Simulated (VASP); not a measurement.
Level of theory: LDA (Ceperley-Alder, Perdew-Zunger), VASP's LDA PAW potentials (set 64) (plane waves; VASP).

VASP input:

**KPOINTS**
```
K-points
0
G
  12 12 12
0 0 0
```

File POSCAR:
```
Se
1
    2.7723329933     0.0000000000    -0.0000000000
    0.0000000000     2.7723329933     0.0000000000
    0.0000000000     0.0000000000     2.7723329933
Se
1
Direct
  0.0000000000   0.0000000000   0.0000000000
```

### INCAR
```
ISMEAR=1   # Methfessel-Paxton
LWAVE=F
LMAXMIX=4   # l cut-off of mixed one-centre charges
EDIFF=1E-6
ENCUT=400   # plane-wave cut-off (eV)
NSW=60   # most ionic steps
LASPH=T
ISIF=3   # ions, shape and volume
LREAL=F   # projection in real space or not
ALGO=Normal   # blocked Davidson
EDIFFG=-0.01   # ionic stop
NELM=100   # most electronic steps
LCHARG=F
SYSTEM=Se
SIGMA=0.1
IBRION=2   # conjugate gradients
PREC=Accurate
```

POTCAR, in this order: Se (LDA.64 set). Program: vasp_std.

Output of the run:

File OUTCAR:
```
 ion  position               nearest neighbor table
   1  0.000  0.000  0.000-
  LATTYP: Found a simple cubic cell.
 ALAT       =     2.7723329933
 Subroutine PRICEL returns:
 Original cell was already a primitive cell.
 Subroutine GETGRP returns: Found 48 space group operations
The static configuration has the point symmetry O_h .
The dynamic configuration has the point symmetry O_h .
 Subroutine INISYM returns: Found 48 space group operations
 Subroutine IBZKPT returns following result:
 Found     84 irreducible k-points:

 Following reciprocal coordinates:
            Coordinates               Weight
  0.000000  0.000000  0.000000      1.000000
  0.083333  0.000000  0.000000      6.000000
  0.166667  0.000000  0.000000      6.000000
  0.250000  0.000000  0.000000      6.000000
  0.333333  0.000000  0.000000      6.000000
  0.416667  0.000000  0.000000      6.000000
  0.500000  0.000000  0.000000      3.000000
  0.083333  0.083333  0.000000     12.000000
  0.166667  0.083333  0.000000     24.000000
  0.250000  0.083333  0.000000     24.000000
  0.333333  0.083333  0.000000     24.000000
  0.416667  0.083333  0.000000     24.000000
  0.500000  0.083333  0.000000     12.000000
  0.166667  0.166667  0.000000     12.000000
  0.250000  0.166667  0.000000     24.000000
  0.333333  0.166667  0.000000     24.000000
  0.416667  0.166667  0.000000     24.000000
  0.500000  0.166667  0.000000     12.000000
  0.250000  0.250000  0.000000     12.000000
  0.333333  0.250000  0.000000     24.000000
  0.416667  0.250000  0.000000     24.000000
  0.500000  0.250000  0.000000     12.000000
  0.333333  0.333333  0.000000     12.000000
  0.416667  0.333333  0.000000     24.000000
  0.500000  0.333333  0.000000     12.000000
...
```

File OSZICAR:
```
       N       E                     dE             d eps       ncg     rms          rms(c)
DAV:   1     0.752043520751E+01    0.75204E+01   -0.23781E+03  1183   0.573E+02
DAV:   2    -0.386345054348E+01   -0.11384E+02   -0.10622E+02  1659   0.737E+01
DAV:   3    -0.407894676649E+01   -0.21550E+00   -0.21518E+00  1323   0.111E+01
DAV:   4    -0.407927611763E+01   -0.32935E-03   -0.32935E-03  1806   0.498E-01
DAV:   5    -0.407927661297E+01   -0.49534E-06   -0.49583E-06  1365   0.124E-02    0.443E+00
DAV:   6    -0.407812920989E+01    0.11474E-02   -0.27181E-04  1624   0.147E-01    0.265E+00
DAV:   7    -0.407743923372E+01    0.68998E-03   -0.59204E-04  1295   0.219E-01    0.360E-02
DAV:   8    -0.407743977794E+01   -0.54422E-06   -0.17894E-05  1589   0.296E-02    0.930E-03
DAV:   9    -0.407744049122E+01   -0.71328E-06   -0.94629E-07  1078   0.703E-03
   1 F= -.40774405E+01 E0= -.40772077E+01  d E =-.407744E+01
```

OUTCAR:
```
------------------------ aborting loop because EDIFF is reached ----------------------------------------
  FORCE on cell =-STRESS in cart. coord.  units (eV):
  Direction    XX          YY          ZZ          XY          YZ          ZX
  --------------------------------------------------------------------------------------
  Total       -0.0035381     -0.0035381     -0.0035381     -0.0000000     -0.0000000      0.0000000
  in kB       -0.2660352     -0.2660352     -0.2660352     -0.0000000     -0.0000000      0.0000000
  external PRESSURE =      -0.2660352 kB  Pullay stress =       0.0000000 kB
  volume of cell :       21.31
      direct lattice vectors                 reciprocal lattice vectors
     2.772332993  0.000000000  0.000000000     0.360707030  0.000000000  0.000000000
     0.000000000  2.772332993  0.000000000     0.000000000  0.360707030  0.000000000
     0.000000000  0.000000000  2.772332993     0.000000000  0.000000000  0.360707030
 POSITION                                       TOTAL-FORCE (eV/Angst)
 -----------------------------------------------------------------------------------
      0.00000      0.00000      0.00000         0.000000      0.000000      0.000000
 -----------------------------------------------------------------------------------
    total drift:                                0.000000      0.000000      0.000000
  FREE ENERGIE OF THE ION-ELECTRON SYSTEM (eV)
  ---------------------------------------------------
  free  energy   TOTEN  =        -4.0774404912 eV

  energy  without entropy=       -4.0767420326  energy(sigma->0) =       -4.07720767

 reached required accuracy - stopping structural energy minimisation
```
(Selected blocks of OUTCAR.)

The structure comes from a computed database's Se entry (Pm-3m); how it stands against other phases isn't given here. It was relaxed first. The start is the result of an earlier pass.
